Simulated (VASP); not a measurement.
All values below come from r2SCAN meta-GGA, VASP's PBE PAW potentials (set 64) (plane waves; VASP 6.6.1).

VASP ran on this input.

**KPOINTS**
```
Automatic mesh
0
Gamma
8 8 8
0 0 0
```

POSCAR:
```
GaSb
1
    0.0000000000     3.0975136486     3.0975136486
    3.0975136486     0.0000000000     3.0975136486
    3.0975136486     3.0975136486     0.0000000000
Ga Sb
1 1
Direct
  0.0000000000   0.0000000000   0.0000000000
  0.2500000000   0.2500000000   0.2500000000
```

**INCAR**
```
# general
SYSTEM  = GaSb
PREC    = Accurate
ENCUT   = 520
LREAL   = .False.
LASPH   = .True.

# electronic loop
EDIFF   = 1E-7
NELM    = 100
ALGO    = Normal
LMAXMIX = 4
LMIXTAU = .True.

# smearing
ISMEAR  = 0
SIGMA   = 0.05

# functional
METAGGA = R2SCAN

# ions
ISIF    = 2

# output
LWAVE   = .False.
LCHARG  = .False.
```

POTCAR, in this order: Ga_d Sb (PBE.64 set). Program: vasp_std.

Unless said otherwise, spin-orbit coupling is left out, though it shifts the bands of the heavy elements here.

Q: Estimate the energy per atom (σ→0), pressure, band gap (on the k-mesh).

A: 
```
Item                               Result
------------------------  ---------------
energy per atom (σ→0)     -18.796 eV/atom
band gap (on the k-mesh)          0.17 eV
pressure                       -14.7 kbar
```

File OSZICAR:
```
...
DAV:  14    -0.375926110337E+02   -0.31979E-03   -0.75755E-04   774   0.217E-01    0.222E-02
DAV:  15    -0.375926832172E+02   -0.72184E-04   -0.97290E-05   894   0.101E-01    0.632E-03
DAV:  16    -0.375927324482E+02   -0.49231E-04   -0.62470E-05   764   0.634E-02    0.636E-03
DAV:  17    -0.375927331240E+02   -0.67575E-06   -0.16266E-06   890   0.153E-02    0.474E-03
DAV:  18    -0.375927354352E+02   -0.23112E-05   -0.16881E-06   769   0.144E-02    0.143E-03
DAV:  19    -0.375927356060E+02   -0.17082E-06   -0.20905E-07   681   0.662E-03    0.157E-03
DAV:  20    -0.375927355978E+02    0.82364E-08   -0.16091E-07   532   0.503E-03
   1 F= -.37592736E+02 E0= -.37592730E+02  d E =-.112193E-04
```

The compound is GaSb in the zinc blende structure. This cell is one point of a volume scan, at 1.03 of the reference volume.
